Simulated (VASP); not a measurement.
Computed with LDA (Ceperley-Alder, Perdew-Zunger), VASP's LDA PAW potentials (set 64) (plane waves; VASP 6.6.1).

The input files of a VASP run:

### POSCAR
```
Ni
8.0347040
  0.3079588246   0.0000000000   0.0000000000
 -0.1539794123   0.2667001796   0.0000000000
  0.0000000000   0.0000000000   0.5000000000
Ni
2
Cartesian
  0.0051050334   0.1804125369   0.1247905000
  0.1488743789   0.0862876427   0.3752095000
```

### KPOINTS
```
Automatic mesh
0
Gamma
13 13 7
0 0 0
```

INCAR:
```
! general
SYSTEM   =  Ni
PREC     =  Accurate
ENCUT    =  300   ! plane-wave cut-off (eV)
LREAL    =  .FALSE.   ! projection in real space or not
LASPH    =  .TRUE.   ! aspherical one-centre terms

! electronic loop
EDIFF    =  1E-6   ! SCF stop (eV)
NELM     =  100
ALGO     =  Normal   ! blocked Davidson
LMAXMIX  =  4   ! l cut-off of mixed one-centre charges

! smearing
ISMEAR   =  -1   ! Fermi-Dirac
SIGMA    =  0.1

! spin
ISPIN    =  2   ! spin-polarised
MAGMOM   =  2.0 2.0

! ions
ISIF     =  2

! output
LWAVE    =  .FALSE.
LCHARG   =  .FALSE.
LORBIT   =  11
```

POTCAR, in this order: Ni (LDA.64 set). Program: vasp_std.

At this cut-off the stress carries a Pulay error, which pulls relaxed volumes low.

### Question
Estimate the energy per atom (σ→0), cell moment, pressure, largest force, band gap (on the k-mesh).

### Answer

```yaml
energy per atom (σ→0): -6.539 eV/atom
cell_moment: 1.16 μB
band gap (on the k-mesh): none (metal, semimetal or under 0.01 eV)
pressure: -12.26 GPa
largest_force: 0.168 eV/Å
```

File OSZICAR:
```
...
DAV:   7    -0.131787420897E+02    0.70825E+00   -0.26863E+00 40528   0.316E+01    0.256E+00
DAV:   8    -0.131485092417E+02    0.30233E-01   -0.14183E-02 59000   0.162E+00    0.128E+00
DAV:   9    -0.131427273334E+02    0.57819E-02   -0.52090E-04 54848   0.278E-01    0.538E-01
DAV:  10    -0.131403059720E+02    0.24214E-02   -0.42449E-04 56992   0.411E-01    0.977E-02
DAV:  11    -0.131403364231E+02   -0.30451E-04   -0.43954E-05 45400   0.872E-02    0.282E-02
DAV:  12    -0.131403244547E+02    0.11968E-04   -0.20165E-06 33152   0.302E-02    0.186E-02
DAV:  13    -0.131403237082E+02    0.74647E-06   -0.18325E-06 29080   0.170E-02
   1 F= -.13140324E+02 E0= -.13077620E+02  d E =-.125407E+00  mag=     1.1623
```

The structure was generated: Ni was put into an ordered model structure, which need not be its known phase. The cell was not relaxed at this level, atoms are displaced from their ideal sites.
